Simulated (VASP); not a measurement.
SiC:

```
CELL_PARAMETERS angstrom
3.07600 0.00000 0.00000
-1.53800 2.66389 0.00000
0.00000 0.00000 5.04800
ATOMIC_POSITIONS crystal
Si 0.33333 0.66667 0.00000
Si 0.66667 0.33333 0.50000
C 0.33333 0.66667 0.38500
C 0.66667 0.33333 0.88500
```

Base run:

- Program: VASP 6.6.1
- Functional: PBE
- Potentials or basis: VASP PAW PBE potentials, release 64 (Si, C)
- Cutoff: 520 eV
- k mesh: 18 × 18 × 10
- Occupations: gaussian, width 0.02 eV
- Spin: no spin polarisation

Its results: band gap on the k mesh 2.32 eV, indirect (least direct gap 4.08 eV); pressure 3.6 GPa; largest force 0.753 eV/Å.

Q: The run is repeated on the same cell with these changes: k mesh from 18 × 18 × 10 to 3 × 3 × 2. What comes out?

A: Band gap on the k mesh 2.26 eV, indirect (least direct gap 4.34 eV); pressure 4.3 GPa; largest force 0.585 eV/Å.

Caveats: some runs use coarse meshes; an odd mesh through Γ misses points on the zone boundary, where band edges often lie (some runs).

Not every run made on this cell is shown here.
